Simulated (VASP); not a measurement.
```
CELL_PARAMETERS angstrom
      1.77164    -3.06856     0.00000
      1.77164     3.06856     0.00000
      0.00000     0.00000    14.03543
ATOMIC_POSITIONS crystal
  Te 0.33333 0.66667 0.88063
  Te 0.66667 0.33333 0.38063
  Te 0.66667 0.33333 0.11937
  Te 0.33333 0.66667 0.61937
  Mo 0.33333 0.66667 0.25000
  Mo 0.66667 0.33333 0.75000
```

All values below come from vdW-DF-cx, VASP's PBE PAW potentials (set 64) (plane waves; VASP 6.6.1). Settings: 520 eV cut-off, 7×7×2 Γ-centred mesh, Gaussian smearing of 0.050 eV, potentials Te Mo_sv.

Q: The ions and cell shape at fixed volume are relaxed. Give the cell that the relaxation ends in.

A: 
```
CELL_PARAMETERS angstrom
      1.76186    -3.05164     0.00000
      1.76186     3.05164     0.00000
      0.00000     0.00000    14.19158
ATOMIC_POSITIONS crystal
  Te 0.33333 0.66667 0.87773
  Te 0.66667 0.33333 0.37773
  Te 0.66667 0.33333 0.12227
  Te 0.33333 0.66667 0.62227
  Mo 0.33333 0.66667 0.25000
  Mo 0.66667 0.33333 0.75000
```
Space group P6_3/mmc (194), at a tolerance of 0.03 Å.

Q: How much energy does the relaxation gain?

A: The energy (σ→0) changes by -4.7 meV/atom, in 5 ionic steps.

The compound is MoTe2 in the 2H layered structure. This cell is one point of a volume scan, at 1.03 of the reference volume. Symmetry was kept, so distortions that lower it aren't found.
